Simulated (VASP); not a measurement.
Method: PBE GGA, VASP's PBE PAW potentials (set 64) (plane waves; VASP).

Input for VASP

### KPOINTS
```
kpoints
0
Gamma
  17 17 17
```

INCAR:
```
SIGMA=0.1
NELMIN=4
NELM=100
EDIFF=1E-5   ! SCF stop (eV)
LCHARG=.False.
SYSTEM=Ta
LMAXMIX=6
EDIFFG=-0.03
ISMEAR=1   ! Methfessel-Paxton
PREC=Normal
GGA=PE
LWAVE=.False.
ISIF=2
IBRION=2   ! conjugate gradients
ENCUT=400
LREAL=.False.   ! projection in real space or not
LASPH=.True.   ! aspherical one-centre terms
ALGO=Fast
NSW=20
```

POSCAR:
```
Ta
1
   -1.6598147133     1.6598147133     1.6598147133
    1.6598147133    -1.6598147133     1.6598147133
    1.6598147133     1.6598147133    -1.6598147133
Ta
1
Direct
  0.0000000000   0.0000000000   0.0000000000
```

POTCAR, in this order: Ta_pv (PBE.64 set). Program: vasp_std.

What VASP printed:

**OSZICAR**
```
       N       E                     dE             d eps       ncg     rms          rms(c)
DAV:   1     0.379553783913E+02    0.37955E+02   -0.57930E+03  2970   0.955E+02
DAV:   2    -0.116804128116E+02   -0.49636E+02   -0.48780E+02  3722   0.219E+02
DAV:   3    -0.122816083212E+02   -0.60120E+00   -0.58728E+00  3358   0.245E+01
DAV:   4    -0.122857296693E+02   -0.41213E-02   -0.41180E-02  3396   0.170E+00
DAV:   5    -0.122857541644E+02   -0.24495E-04   -0.24494E-04  3244   0.116E-01    0.132E+01
RMM:   6    -0.119199753487E+02    0.36578E+00   -0.35792E-01  2970   0.639E+00    0.638E+00
RMM:   7    -0.118121661708E+02    0.10781E+00   -0.43792E-01  2970   0.652E+00    0.366E-01
RMM:   8    -0.118125562826E+02   -0.39011E-03   -0.22117E-02  2970   0.156E+00    0.432E-01
RMM:   9    -0.118129864711E+02   -0.43019E-03   -0.50534E-03  2970   0.648E-01    0.148E-01
RMM:  10    -0.118128594475E+02    0.12702E-03   -0.84558E-04  2970   0.308E-01    0.431E-02
RMM:  11    -0.118128656367E+02   -0.61892E-05   -0.10069E-04  2894   0.106E-01    0.683E-03
RMM:  12    -0.118128680322E+02   -0.23955E-05   -0.16808E-05  2109   0.369E-02
   1 F= -.11812868E+02 E0= -.11812771E+02  d E =-.118129E+02
```

**OUTCAR**
```
------------------------ aborting loop because EDIFF is reached ----------------------------------------
  FORCE on cell =-STRESS in cart. coord.  units (eV):
  Direction    XX          YY          ZZ          XY          YZ          ZX
  --------------------------------------------------------------------------------------
  Total       -0.0198141     -0.0198141     -0.0198141     -0.0000000     -0.0000000      0.0000000
  in kB       -1.7355878     -1.7355878     -1.7355878     -0.0000000     -0.0000000      0.0000000
  external PRESSURE =      -1.7355878 kB  Pullay stress =       0.0000000 kB
  volume of cell :       18.29
      direct lattice vectors                 reciprocal lattice vectors
    -1.659814713  1.659814713  1.659814713     0.000000000  0.301238443  0.301238443
     1.659814713 -1.659814713  1.659814713     0.301238443  0.000000000  0.301238443
     1.659814713  1.659814713 -1.659814713     0.301238443  0.301238443  0.000000000
 POSITION                                       TOTAL-FORCE (eV/Angst)
 -----------------------------------------------------------------------------------
      0.00000      0.00000      0.00000        -0.000000      0.000000     -0.000000
 -----------------------------------------------------------------------------------
    total drift:                               -0.000000     -0.000000      0.000000
  FREE ENERGIE OF THE ION-ELECTRON SYSTEM (eV)
  ---------------------------------------------------
  free  energy   TOTEN  =       -11.8128680322 eV

  energy  without entropy=      -11.8125762847  energy(sigma->0) =      -11.81277078

 reached required accuracy - stopping structural energy minimisation
```
(Selected blocks of OUTCAR.)

The compound is Ta in the bcc structure. It was relaxed first.
